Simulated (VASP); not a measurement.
All values below come from SCAN meta-GGA, VASP's PBE PAW potentials (set 64) (plane waves; VASP 6.6.1).

The input files of a VASP run:

**KPOINTS_OPT**
```
k-points along high-symmetry lines
10
Line-mode
Reciprocal
  0.000000   0.000000   0.000000 ! GAMMA
  0.500000   0.000000   0.500000 ! X

  0.500000   0.000000   0.500000 ! X
  0.625000   0.250000   0.625000 ! U

  0.375000   0.375000   0.750000 ! K
  0.000000   0.000000   0.000000 ! GAMMA

  0.000000   0.000000   0.000000 ! GAMMA
  0.500000   0.500000   0.500000 ! L

  0.500000   0.500000   0.500000 ! L
  0.500000   0.250000   0.750000 ! W

  0.500000   0.250000   0.750000 ! W
  0.500000   0.000000   0.500000 ! X
```

**INCAR**
```
! general
SYSTEM  = Ca
PREC    = Accurate
ENCUT   = 400
LREAL   = .False.
LASPH   = .True.

! electronic loop
EDIFF   = 1E-7
NELM    = 100
ALGO    = Normal
LMIXTAU = .True.

! smearing
ISMEAR  = -5

! functional
METAGGA = SCAN

! ions
ISIF    = 2

! output
LWAVE   = .False.
LCHARG  = .False.
LORBIT  = 11
NEDOS   = 601
```

POSCAR:
```
Ca
1
    0.0000000000     2.7770677007     2.7770677007
    2.7770677007     0.0000000000     2.7770677007
    2.7770677007     2.7770677007    -0.0000000000
Ca
1
Direct
  0.0000000000   0.0000000000   0.0000000000
```

File KPOINTS:
```
Automatic
0
gamma
  13 13 13
0 0 0
```

POTCAR, in this order: Ca_sv (PBE.64 set). Program: vasp_std.

Problem. What will the output report for the number of irreducible k-points (NKPTS), number of bands (NBANDS), largest plane-wave count, number of space-group operations, FFT grid (NGX, NGY, NGZ)?

Solution. 
| Quantity | Result |
|---|---|
| number of irreducible k-points (NKPTS) | 84 |
| number of bands (NBANDS) | 9 |
| largest plane-wave count | 794 |
| number of space-group operations | 48 |
| FFT grid (NGX, NGY, NGZ) | 28 × 28 × 28 |

The structure comes from a measured Ca entry (Fm-3m) of the Crystallography Open Database, whose conditions weren't checked. It was relaxed first.
